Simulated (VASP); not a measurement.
Method: PBE GGA + U (Dudarev), VASP's PBE PAW potentials (set 64) (plane waves; VASP).

Input for VASP

INCAR:
```
SYSTEM = CuZn
PREC = Accurate
ENCUT = 400
EDIFF = 1E-6
NELM = 100
ALGO = Normal
LREAL = .FALSE.
LASPH = .TRUE.
ISMEAR = 1
SIGMA = 0.1
GGA = PE
LMAXMIX = 4
LWAVE = .FALSE.
LCHARG = .FALSE.
ISIF = 2
LDAU = .TRUE.
LDAUTYPE = 2
LDAUL = 2 2
LDAUU = 1.0 1.0
LDAUJ = 0 0
LDAUPRINT = 1
LORBIT = 10
```

**POSCAR**
```
CuZn
1
    2.9242930000     0.0000000000     0.0000000000
    0.0000000000     2.9565710000     0.0000000000
    0.0000000000     0.0000000000     2.9631800000
Zn Cu
1 1
Direct
  0.5000000000   0.5000000000   0.5000000000
  0.0231320000   0.0000000000   0.0000000000
```

KPOINTS:
```
Automatic mesh
0
gamma
  11 11 11
0 0 0
```

POTCAR, in this order: Zn Cu (PBE.64 set). Program: vasp_std.

Output of the run:

OSZICAR:
```
       N       E                     dE             d eps       ncg     rms          rms(c)
DAV:   1     0.102782114723E+03    0.10278E+03   -0.99685E+03  6672   0.214E+03
DAV:   2    -0.262802866888E+01   -0.10541E+03   -0.10260E+03  6501   0.306E+02
DAV:   3    -0.540658234927E+01   -0.27786E+01   -0.27695E+01  8071   0.678E+01
DAV:   4    -0.542384503567E+01   -0.17263E-01   -0.17261E-01  7467   0.473E+00
DAV:   5    -0.542408241697E+01   -0.23738E-03   -0.23738E-03  8678   0.580E-01    0.869E+00
DAV:   6    -0.519553250789E+01    0.22855E+00   -0.13336E+01  6732   0.952E+01    0.514E+00
DAV:   7    -0.453232953136E+01    0.66320E+00   -0.29439E+00  6775   0.764E+01    0.222E+00
DAV:   8    -0.453054651938E+01    0.17830E-02   -0.10840E-01  8463   0.427E+00    0.116E+00
DAV:   9    -0.452292663834E+01    0.76199E-02   -0.15072E-02  7827   0.311E+00    0.507E-02
DAV:  10    -0.452293639636E+01   -0.97580E-05   -0.39878E-04  7539   0.223E-01    0.304E-02
DAV:  11    -0.452293838751E+01   -0.19911E-05   -0.52521E-06  8346   0.351E-02    0.950E-03
DAV:  12    -0.452293773453E+01    0.65298E-06   -0.30020E-07  4521   0.104E-02
   1 F= -.45229377E+01 E0= -.45227188E+01  d E =-.656905E-03
```

### OUTCAR
```
------------------------ aborting loop because EDIFF is reached ----------------------------------------
  FORCE on cell =-STRESS in cart. coord.  units (eV):
  Direction    XX          YY          ZZ          XY          YZ          ZX
  --------------------------------------------------------------------------------------
  Total        0.2345707      0.1865667      0.1564010      0.0000000      0.0000000      0.0000000
  in kB       14.6695600     11.6674908      9.7809922      0.0000000      0.0000000      0.0000000
  external PRESSURE =      12.0393476 kB  Pullay stress =       0.0000000 kB
  volume of cell :       25.62
      direct lattice vectors                 reciprocal lattice vectors
     2.924293000  0.000000000  0.000000000     0.341962998  0.000000000  0.000000000
     0.000000000  2.956571000  0.000000000     0.000000000  0.338229659  0.000000000
     0.000000000  0.000000000  2.963180000     0.000000000  0.000000000  0.337475280
 POSITION                                       TOTAL-FORCE (eV/Angst)
 -----------------------------------------------------------------------------------
      1.46215      1.47829      1.48159         0.313443      0.000000      0.000000
      0.06764      0.00000      0.00000        -0.313443      0.000000      0.000000
 -----------------------------------------------------------------------------------
    total drift:                               -0.000371      0.000000     -0.000014
  FREE ENERGIE OF THE ION-ELECTRON SYSTEM (eV)
  ---------------------------------------------------
  free  energy   TOTEN  =        -4.5229377345 eV

  energy  without entropy=       -4.5222808294  energy(sigma->0) =       -4.52271877

 total charge

# of ion       s       p       d       tot
------------------------------------------
    1        0.580   0.516   9.752  10.848
    2        0.423   0.376   9.210  10.009
--------------------------------------------------
tot          1.003   0.892  18.962  20.857
```
(Selected blocks of OUTCAR.)

The compound is CuZn in the CsCl type structure. The cell was not relaxed at this level, atoms are displaced from their ideal sites. The run is one of a series of settings (LDAU = .TRUE., LDAUJ = 0 0, LDAUL = 2 2, LDAUTYPE = 2, LDAUU = 1.0 1.0 against the base run), some of them coarse on purpose. The electron count is odd and the run is not spin-polarised, which forces a metal.
